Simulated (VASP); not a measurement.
Method: vdW-DF2, VASP's PBE PAW potentials (set 64) (plane waves; VASP).

VASP ran on this input.

File KPOINTS:
```
Regular mesh
0
Gamma
 6 6 6
```

**POSCAR**
```
Na2S
3.2238710
  0.0000000000   0.9999999940   0.9999999940
  0.9999999940   0.0000000000   0.9999999940
  0.9999999940   0.9999999940   0.0000000000
Na S
2 1
Direct
  0.2500000000   0.2500000000   0.2500000000
  0.7500000000   0.7500000000   0.7500000000
  0.0000000000   0.0000000000   0.0000000000
```

**INCAR**
```
SYSTEM  =  Na2S
PREC  =  Accurate; ENCUT  =  520; LREAL  =  .FALSE.
LASPH  =  .TRUE.
EDIFF  =  1E-7; NELM  =  100; ALGO  =  Normal
ISMEAR  =  0; SIGMA  =  0.05
GGA  =  ML; LUSE_VDW  =  .TRUE.; AGGAC  =  0.0
ZAB_VDW  =  -1.8867
ISIF  =  2
LWAVE  =  .FALSE.; LCHARG  =  .FALSE.
```

POTCAR, in this order: Na_pv S (PBE.64 set). Program: vasp_std.

Q: What will the output report for the number of irreducible k-points (NKPTS), largest plane-wave count, number of space-group operations, FFT grid (NGX, NGY, NGZ)?

A: 
The number of irreducible k-points (NKPTS) is 16 and the largest plane-wave count comes out as 1821. The number of space-group operations is 48 and the FFT grid (NGX, NGY, NGZ) comes out as 36 × 36 × 36.

The compound is Na2S in the antifluorite structure. This cell is one point of a volume scan, at 0.94 of the reference volume.
